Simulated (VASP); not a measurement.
Calculation: PBE GGA, VASP's PBE PAW potentials (set 64) (plane waves; VASP).

The input files of a VASP run:

File KPOINTS:
```
Automatic mesh
0
Gamma
5 5 1
0 0 0
```

### INCAR
```
SYSTEM = PtSe
PREC = Accurate
ENCUT = 300
EDIFF = 1E-6
NELM = 100
ALGO = Normal
LREAL = .FALSE.
LASPH = .TRUE.
ISMEAR = 0
SIGMA = 0.136
GGA = PE
LMAXMIX = 6
LWAVE = .FALSE.
LCHARG = .FALSE.
ISIF = 2
```

### POSCAR
```
PtSe
1
    4.3096870000     0.0000000000     0.0000000000
   -2.1548440000     3.7322990000     0.0000000000
    0.0000000000     0.0000000000    14.0000000000
Pt Se
1 1
Direct
  0.6666670000   0.3333330000   0.5000000000
  0.3333330000   0.6666670000   0.5000000000
```

POTCAR, in this order: Pt Se (PBE.64 set). Program: vasp_std.

The resulting files:

**OUTCAR**
```
 ion  position               nearest neighbor table
   1  0.667  0.333  0.500-   2 2.49   2 2.49   2 2.49
   2  0.333  0.667  0.500-   1 2.49   1 2.49   1 2.49
  LATTYP: Found a hexagonal cell.
 ALAT       =     4.3096870000
 C/A-ratio  =     3.2484957724
 Subroutine PRICEL returns:
 Original cell was already a primitive cell.
 Subroutine GETGRP returns: Found 12 space group operations
The static configuration has the point symmetry D_3h.
The dynamic configuration has the point symmetry D_3h.
 Subroutine INISYM returns: Found 12 space group operations
 Subroutine IBZKPT returns following result:
 Found      5 irreducible k-points:

 Following reciprocal coordinates:
            Coordinates               Weight
  0.000000  0.000000  0.000000      1.000000
  0.200000  0.000000  0.000000      6.000000
  0.400000  0.000000  0.000000      6.000000
  0.200000  0.200000  0.000000      6.000000
  0.400000  0.200000  0.000000      6.000000
   k-points           NKPTS =      5   k-points in BZ     NKDIM =      5   number of bands    NBANDS=     12
   number of dos      NEDOS =    301   number of ions     NIONS =      2
   total plane-waves  NPLWV =  46080
   dimension x,y,z NGX =    24 NGY =   24 NGZ =   80
   dimension x,y,z NGXF=    48 NGYF=   48 NGZF=  160
   ions per type =               1   1
   PREC   = accura    normal or accurate (medium, high low for compatibility)
   ISTART =      0    job   : 0-new  1-cont  2-samecut
   ICHARG =      2    charge: 1-file 2-atom 10-const
   ISPIN  =      1    spin polarized calculation?
   LNONCOLLINEAR =      F non collinear calculations
   LSORBIT =      F    spin-orbit coupling
   INIWAV =      1    electr: 0-lowe 1-rand  2-diag
   ENCUT  =  300.0 eV  22.05 Ry    4.70 a.u.   6.09  6.09 19.77*2*pi/ulx,y,z
   NELM   =    100;   NELMIN=  2; NELMDL= -5     # of ELM steps
   EDIFF  = 0.1E-05   stopping-criterion for ELM
   LREAL  =      F    real-space projection
   NLSPLINE    = F    spline interpolate recip. space projectors
   LMAXMIX     =    6 max onsite mixed and CHGCAR
   VOSKOWN=      0    Vosko Wilk Nusair interpolation
   EDIFFG = 0.1E-04   stopping-criterion for IOM
   NSW    =      0    number of steps for IOM
   NBLOCK =      1;   KBLOCK =      1    inner block; outer block
   IBRION =     -1    ionic relax: 0-MD 1-quasi-New 2-CG
   NFREE  =      0    steps in history (QN), initial steepest desc. (CG)
   ISIF   =      2    stress and relaxation
   ISYM   =      2    0-nonsym 1-usesym 2-fastsym
   TEIN   =    0.0    initial temperature
   TEBEG  =    0.0;   TEEND  =   0.0 temperature during run
   SMASS  =  -3.00    Nose mass-parameter (am)
   PSTRESS=    0.0 pullay stress
   NELECT =      16.0000    total number of electrons
   EFERMI =   0.00;   METHOD = LEGACY
   ISMEAR =     0;   SIGMA  =   0.14  broadening in eV -4-tet -1-fermi 0-gaus
   IALGO  =     38    algorithm
   LDIAG  =      T    sub-space diagonalisation (order eigenvalues)
   IMIX   =      4    mixing-type and parameters
     AMIX     =   0.40;   BMIX     =  1.00
     AMIX_MAG =   1.60;   BMIX_MAG =  1.00
     AMIN     =   0.10
   GGA     = PE    functional components
   VOSKOWN =     0    Vosko Wilk Nusair interpolation
   LHFCALC =     F    Hartree Fock is set to
   LHFONE  =     F    Hartree Fock one center treatment
   AEXX    =    0.0000 exact exchange contribution
   IVDW    =     0    specifies the selected vdW correction
   LEPSILON=     F    determine dielectric tensor
   LRPA    =     F    only Hartree local field effects (RPA)
  energy-cutoff  :      300.00
  volume of cell :      225.19
      direct lattice vectors                 reciprocal lattice vectors
     4.309687000  0.000000000  0.000000000     0.232035412  0.133965718  0.000000000
    -2.154844000  3.732299000  0.000000000     0.000000000  0.267931374  0.000000000
...
```

### OSZICAR
```
       N       E                     dE             d eps       ncg     rms          rms(c)
DAV:   1     0.908427469580E+02    0.90843E+02   -0.36533E+03   120   0.598E+02
DAV:   2     0.436907667253E+00   -0.90406E+02   -0.82148E+02   200   0.138E+02
DAV:   3    -0.866270478325E+01   -0.90996E+01   -0.86864E+01   140   0.553E+01
DAV:   4    -0.884943476078E+01   -0.18673E+00   -0.18451E+00   164   0.852E+00
DAV:   5    -0.885313698579E+01   -0.37022E-02   -0.36996E-02   136   0.117E+00    0.735E+00
DAV:   6    -0.866928640351E+01    0.18385E+00   -0.15458E+00   128   0.113E+01    0.503E+00
DAV:   7    -0.861419859719E+01    0.55088E-01   -0.32220E-01   124   0.626E+00    0.251E+00
DAV:   8    -0.858882412469E+01    0.25374E-01   -0.91806E-02   124   0.303E+00    0.353E-01
DAV:   9    -0.858874413769E+01    0.79987E-04   -0.59815E-03   128   0.546E-01    0.133E-01
DAV:  10    -0.858839618110E+01    0.34796E-03   -0.11098E-03   140   0.320E-01    0.439E-02
DAV:  11    -0.858840270975E+01   -0.65286E-05   -0.75576E-05   132   0.651E-02    0.970E-03
DAV:  12    -0.858840385430E+01   -0.11446E-05   -0.55995E-06   136   0.198E-02    0.404E-03
DAV:  13    -0.858840579595E+01   -0.19417E-05   -0.13466E-06    92   0.108E-02    0.181E-03
DAV:  14    -0.858840863834E+01   -0.28424E-05   -0.58989E-07    88   0.371E-03    0.968E-04
DAV:  15    -0.858841343031E+01   -0.47920E-05   -0.80847E-07   112   0.441E-03    0.118E-03
DAV:  16    -0.858841515907E+01   -0.17288E-05   -0.64065E-08    96   0.143E-03    0.608E-04
DAV:  17    -0.858841854268E+01   -0.33836E-05   -0.14325E-07   100   0.192E-03    0.290E-04
DAV:  18    -0.858842077259E+01   -0.22299E-05   -0.50270E-08    92   0.973E-04    0.278E-04
DAV:  19    -0.858842121805E+01   -0.44546E-06   -0.14659E-08   104   0.570E-04
   1 F= -.85884212E+01 E0= -.85592944E+01  d E =-.582536E-01
```

File OUTCAR:
```
------------------------ aborting loop because EDIFF is reached ----------------------------------------
  FORCE on cell =-STRESS in cart. coord.  units (eV):
  Direction    XX          YY          ZZ          XY          YZ          ZX
  --------------------------------------------------------------------------------------
  Total       -4.2039833     -4.2039846     -0.0724174      0.0000006      0.0000000      0.0000000
  in kB      -29.9103417    -29.9103509     -0.5152325      0.0000040      0.0000000      0.0000000
  external PRESSURE =     -20.1119751 kB  Pullay stress =       0.0000000 kB
  volume of cell :      225.19
      direct lattice vectors                 reciprocal lattice vectors
     4.309687000  0.000000000  0.000000000     0.232035412  0.133965718  0.000000000
    -2.154844000  3.732299000  0.000000000     0.000000000  0.267931374  0.000000000
     0.000000000  0.000000000 14.000000000     0.000000000  0.000000000  0.071428571
 POSITION                                       TOTAL-FORCE (eV/Angst)
 -----------------------------------------------------------------------------------
      2.15485      1.24410      7.00000         0.000000      0.000000      0.000000
     -0.00000      2.48820      7.00000        -0.000000     -0.000000      0.000000
 -----------------------------------------------------------------------------------
    total drift:                               -0.000138      0.000072      0.000000
  FREE ENERGIE OF THE ION-ELECTRON SYSTEM (eV)
  ---------------------------------------------------
  free  energy   TOTEN  =        -8.5884212180 eV

  energy  without entropy=       -8.5301676453  energy(sigma->0) =       -8.55929443
```
(Selected blocks of OUTCAR.)

At this cut-off the stress carries a Pulay error, which pulls relaxed volumes low. The cell holds a wide vacuum, so values per volume refer to the whole cell.

The cell is a sheet with vacuum, built from a generated structure.
